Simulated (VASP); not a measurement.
# La2Zn7 (a cell with a defect) in VASP: notebook, part 2 of 2

VASP 6.6.1. Earlier steps stand in the parts before.

## Step 4: Single point, PBEsol

INCAR

```
PREC = Accurate
ENCUT = 520
EDIFF = 1E-6
ISMEAR = 1
SIGMA = 0.15
LREAL = F
LASPH = T
NELM = 100
ALGO = Fast
ISIF = 2
LWAVE = F
LCHARG = F
GGA = PS
NBANDS = 63
```

KPOINTS

```
Automatic mesh
0
Gamma
  3 3 2
```

POSCAR

```
La2Zn7
1.0
    3.1712563300      5.1580434100      0.0000000000
    3.1712563300     -5.1580434100      0.0000000000
    0.0000000000      0.0000000000     -6.1244262600
La Zn
2 7
Direct
    0.7727975053      0.2053501678      0.7013287152
    0.2391304871      0.7766511669      0.2676529899
    0.1244514031      0.9063744463      0.7523743130
    0.3474923052      0.6170039959      0.7783855659
    0.6627648126      0.3490146420      0.2108703649
    0.0556739973      0.2138595601      0.1309051601
    0.7212163755      0.7027473569      0.4859891970
    0.7408549229      0.7597279707      0.0215742658
    0.3005624128      0.2852738637      0.4874370061
```

Started as:

```bash
cat potpaw_PBE.64/La/POTCAR potpaw_PBE.64/Zn/POTCAR > POTCAR
mpirun -np 1 vasp_std > vasp.out
```

Wall time 10 min (1 thread of Intel Xeon Platinum 8488C (Sapphire Rapids), shared host); peak memory 0.38 GiB.

It converged, with:

```yaml
Free_energy: -23.1265 eV
Pressure: -5.3 GPa
Largest_force: 0.028 eV/Å
Band_gap_on_the_k_mesh: none (metal or under the smearing width)
```

Forces on the atoms (eV/Å):
```
La  -0.002 -0.003  0.004
La   0.002 -0.010 -0.007
Zn   0.008 -0.005  0.003
Zn  -0.018  0.009  0.019
Zn  -0.002  0.009 -0.014
Zn   0.022  0.007 -0.015
Zn   0.004 -0.018  0.009
Zn  -0.004  0.014 -0.009
Zn  -0.011 -0.003  0.010
```

Stress tensor (GPa, compression positive):
```
-3.47 -0.56 -0.59
-0.56 -7.29 -0.65
-0.59 -0.65 -5.16
```

Levels at points of the mesh, in eV from the Fermi level:
```tsv
k point	band 50	band 51	band 52	band 53	band 54	band 55	band 56	band 57
(0.00, 0.00, 0.00)	-1.49	-1.03	-0.67	-0.42	-0.33	-0.19	0.25	0.87
(0.00, 0.00, 0.50)	-2.09	-1.03	-0.56	-0.25	-0.06	0.26	0.50	0.63
```

Caveat: the k mesh is coarse (spacing up to 0.51 Å⁻¹), so the values aren't converged; the PAW data sets were made with another functional, which shifts forces and pressure a little. Spin-orbit coupling is left out, which matters for the levels of La.

## Step 5: Single point, PBEsol

INCAR

```
PREC = Accurate ; ENCUT = 520
EDIFF = 1E-6 ; ISMEAR = 1
SIGMA = 0.15 ; LREAL = False
LASPH = True ; NELM = 100
ALGO = Fast ; ISIF = 2
LWAVE = False ; LCHARG = False
GGA = PS ; NBANDS = 63
```

KPOINTS

```
regular mesh
0
Gamma
  3 3 2
```

POSCAR

```
La2Zn7
1.0
    3.1712563300      5.1580434100      0.0000000000
    3.1712563300     -5.1580434100      0.0000000000
    0.0000000000      0.0000000000     -6.1244262600
La Zn
2 7
Direct
    0.7787458069      0.2382435703      0.7317862620
    0.2465824435      0.7719675139      0.2467176411
    0.1230546925      0.8956784731      0.7351529448
    0.3711351422      0.6515876094      0.7450506882
    0.6638998635      0.3636172026      0.2348913905
   -0.0771209741      0.1306704140      0.2348056681
    0.7284750411      0.7239562734      0.4847776549
    0.7407219935      0.7373042246     -0.0061218796
    0.2973419497      0.2864263766      0.4901206860
```

Started as:

```bash
cat potpaw_PBE.64/La/POTCAR potpaw_PBE.64/Zn/POTCAR > POTCAR
mpirun -np 1 vasp_std > vasp.out
```

It took 11 min on 1 thread of Intel Xeon Platinum 8488C (Sapphire Rapids), shared host; peak memory 0.38 GiB.

It converged, with:

- Free energy: -23.3163 eV
- Pressure: -4.6 GPa
- Largest force: 0.076 eV/Å
- Band gap on the k mesh: none (metal or under the smearing width)

Forces on the atoms (eV/Å):
```
La   0.006 -0.013 -0.004
La  -0.018  0.023 -0.001
Zn   0.006  0.009  0.005
Zn   0.020  0.000  0.040
Zn  -0.004 -0.002 -0.022
Zn  -0.050 -0.032 -0.047
Zn   0.017 -0.009  0.002
Zn   0.011  0.017  0.025
Zn   0.012  0.006  0.003
```

Stress tensor (GPa, compression positive):
```
-3.45  0.01 -0.11
 0.01 -6.52  0.18
-0.11  0.18 -3.96
```

Levels at points of the mesh, in eV from the Fermi level:
```
           k point  band 49  band 50  band 51  band 52  band 53  band 54  band 55  band 56  band 57  band 58
(0.00, 0.00, 0.00)    -2.06    -1.95    -1.32    -0.70    -0.43    -0.25     0.00     0.55     1.31     1.47
(0.00, 0.00, 0.50)    -2.52    -2.40    -0.96    -0.33    -0.32    -0.31     0.06     0.44     0.89     1.75
```

Caveat: the k mesh is coarse (spacing up to 0.51 Å⁻¹), so the values aren't converged; the PAW data sets were made with another functional, which shifts forces and pressure a little.

## Step 6: Single point, PBEsol

INCAR

```
SYSTEM = La2Zn7
PREC = Accurate
ENCUT = 520
EDIFF = 1E-6
ISMEAR = 1
SIGMA = 0.15
LREAL = .FALSE.
LASPH = .TRUE.
NELM = 100
ALGO = Fast
ISIF = 2
LWAVE = .FALSE.
LCHARG = .FALSE.
GGA = PS
NBANDS = 63
```

KPOINTS

```
Automatic mesh
0
G
  3 3 2
  0 0 0
```

POSCAR

```
La2Zn7
1.0
    3.1712563300      5.1580434100      0.0000000000
    3.1712563300     -5.1580434100      0.0000000000
    0.0000000000      0.0000000000     -6.1244262600
La Zn
2 7
Direct
    0.7337018590      0.2643155419      0.7417439295
    0.2640422911      0.7339479912      0.2488907426
    0.1412919615      0.8525564292      0.7456546632
    0.3918960102      0.6168146291      0.7351629049
    0.6166935392      0.3922435088      0.2555031171
   -0.1477020725      0.1414616435      0.2449380458
    0.7858356243      0.7861287587      0.4953938330
    0.7733307918      0.7735514181     -0.0047566905
    0.2216377520      0.2218804797      0.4953139888
```

Potentials or basis: VASP PAW PBE potentials, release 64 (La, Zn).

Started as:

```bash
cat potpaw_PBE.64/La/POTCAR potpaw_PBE.64/Zn/POTCAR > POTCAR
mpirun -np 1 vasp_std > vasp.out
```

OUTCAR:

```text
SYSTEM = La2Zn7
   PREC = Accurate
   ENCUT = 520
   EDIFF = 1E-6
   ISMEAR = 1
   LREAL = .FALSE.
   LASPH = .TRUE.
   NELM = 100
   ISIF = 2
   GGA = PS

 ion  position               nearest neighbor table
   1  0.734  0.264  0.742-   5 3.24   6 3.29   3 3.29   3 3.32   6 3.32   9 3.35   8 3.36
   2  0.264  0.734  0.249-   4 3.24   3 3.29   6 3.29   6 3.32   3 3.32   9 3.35   8 3.36
   3  0.141  0.853  0.746-   4 2.51   7 2.52   8 2.56   9 2.57   2 3.29   1 3.29   1 3.32   2 3.32

   4  0.392  0.617  0.735-   3 2.51   7 2.59   9 2.59   8 2.61   2 3.24
   5  0.617  0.392  0.256-   6 2.51   7 2.59   9 2.59   8 2.61   1 3.24
   6  0.852  0.141  0.245-   5 2.51   7 2.52   8 2.56   9 2.57   1 3.29   2 3.29   2 3.32   1 3.32

   7  0.786  0.786  0.495-   3 2.52   6 2.52   4 2.59   5 2.59   9 2.76
   8  0.773  0.774  0.995-   3 2.56   6 2.56   4 2.61   5 2.61   1 3.36   2 3.36
   9  0.222  0.222  0.495-   3 2.57   6 2.57   4 2.59   5 2.59   7 2.76   1 3.35   2 3.35

  LATTYP: Found a base centered orthorhombic cell.
 ALAT       =     6.3425126600
 B/A-ratio  =     1.6264984199
 C/A-ratio  =     0.9656151416

  Lattice vectors:

 A1 = (   3.1712563300,   5.1580434100,   0.0000000000)
[... 189 lines left out ...]
      2     -29.0659      2.00000
      3     -12.8385      2.00000
      4     -12.8340      2.00000
      5     -12.8301      2.00000
      6     -12.8038      2.00000
[... 649 lines left out ...]
     62       5.6405     -0.00000
     63       5.7009     -0.00000

------------------------ aborting loop because EDIFF is reached ----------------------------------------

  FORCE on cell =-STRESS in cart. coord.  units (eV):
  Direction    XX          YY          ZZ          XY          YZ          ZX
  --------------------------------------------------------------------------------------
  -------------------------------------------------------------------------------------
  Total       -3.9169515     -6.9199845     -4.2028988      0.0019709     -0.5970454      0.0001095
  in kB      -31.3218233    -55.3355151    -33.6083948      0.0157605     -4.7742617      0.0008760
  external PRESSURE =     -40.0885778 kB  Pullay stress =       0.0000000 kB

 VOLUME and BASIS-vectors are now :
 -----------------------------------------------------------------------------
  energy-cutoff  :      520.00
  volume of cell :      200.36
      direct lattice vectors                 reciprocal lattice vectors
     3.171256330  5.158043410  0.000000000     0.157666221  0.096935981  0.000000000
     3.171256330 -5.158043410  0.000000000     0.157666221 -0.096935981  0.000000000
     0.000000000  0.000000000 -6.124426260     0.000000000  0.000000000 -0.163280601

 POSITION                                       TOTAL-FORCE (eV/Angst)
 -----------------------------------------------------------------------------------
      3.16497      2.42111     -4.54276         0.002840     -0.002283      0.017912
      3.16488     -2.42379     -1.52431         0.003185      0.003341     -0.018112
      3.15175     -3.66873     -4.56671         0.007354      0.015846      0.014154
      3.19888     -1.16014     -4.50245        -0.004980     -0.011951      0.002308
      3.19960      1.15772     -1.56481        -0.005201      0.011725     -0.001995
      3.15147      3.66652     -1.50010         0.007563     -0.015975     -0.014205
      4.98510     -0.00151     -3.03400        -0.010326      0.000072      0.000417
      4.90556     -0.00114     -6.09529        -0.011499     -0.000763     -0.000728
      1.40651     -0.00125     -3.03351         0.011065     -0.000012      0.000250
 -----------------------------------------------------------------------------------
    total drift:                                0.000583      0.000411      0.000616

  FREE ENERGIE OF THE ION-ELECTRON SYSTEM (eV)
  ---------------------------------------------------
  free  energy   TOTEN  =       -23.3255967699 eV

  energy  without entropy=      -23.3112145645  energy(sigma->0) =      -23.32080270
```

OSZICAR:

```text
N       E                     dE             d eps       ncg     rms          rms(c)
DAV:   1     0.950614060589E+03    0.95061E+03   -0.44785E+04  1260   0.263E+03
DAV:   2     0.192448892709E+03   -0.75817E+03   -0.70264E+03  1300   0.492E+02
DAV:   3    -0.675656146487E+01   -0.19921E+03   -0.19527E+03  1476   0.240E+02
[... 30 lines left out ...]
RMM:  34    -0.233255919361E+02   -0.21949E-05   -0.25020E-05  1657   0.187E-02    0.344E-02
RMM:  35    -0.233255936772E+02   -0.17412E-05   -0.17825E-05  1611   0.192E-02    0.340E-02
RMM:  36    -0.233255950205E+02   -0.13433E-05   -0.14162E-05  1532   0.164E-02    0.347E-02
RMM:  37    -0.233255960046E+02   -0.98403E-06   -0.11168E-05  1493   0.171E-02    0.346E-02
RMM:  38    -0.233255967699E+02   -0.76536E-06   -0.86618E-06  1400   0.144E-02
   1 F= -.23325597E+02 E0= -.23320803E+02  d E =-.143822E-01
```

It took 8.8 min on 1 thread of Intel Xeon Platinum 8488C (Sapphire Rapids), shared host; peak memory 0.38 GiB.

Results:

| Item | Value |
| --- | --- |
| Free energy | -23.3256 eV |
| Pressure | -4.0 GPa |
| Largest force | 0.023 eV/Å |
| Band gap on the k mesh | none (metal or under the smearing width) |

Forces on the atoms (eV/Å):
```
La   0.003 -0.002  0.018
La   0.003  0.003 -0.018
Zn   0.007  0.016  0.014
Zn  -0.005 -0.012  0.002
Zn  -0.005  0.012 -0.002
Zn   0.008 -0.016 -0.014
Zn  -0.010  0.000  0.000
Zn  -0.011 -0.001 -0.001
Zn   0.011  0.000  0.000
```

Stress tensor (GPa, compression positive):
```
-3.13  0.00  0.00
 0.00 -5.53 -0.48
 0.00 -0.48 -3.36
```

Levels at points of the mesh, in eV from the Fermi level:
```
           k point  band 51  band 52  band 53  band 54  band 55  band 56
(0.00, 0.00, 0.00)    -1.37    -0.72    -0.38    -0.29     0.03     0.60
(0.00, 0.00, 0.50)    -0.93    -0.38    -0.33    -0.28    -0.02     0.46
```

Caveat: the k mesh is coarse (spacing up to 0.51 Å⁻¹), so the values aren't converged; the PAW data sets were made with another functional, which shifts forces and pressure a little. The run has no spin-orbit coupling, so splittings on La are missing.
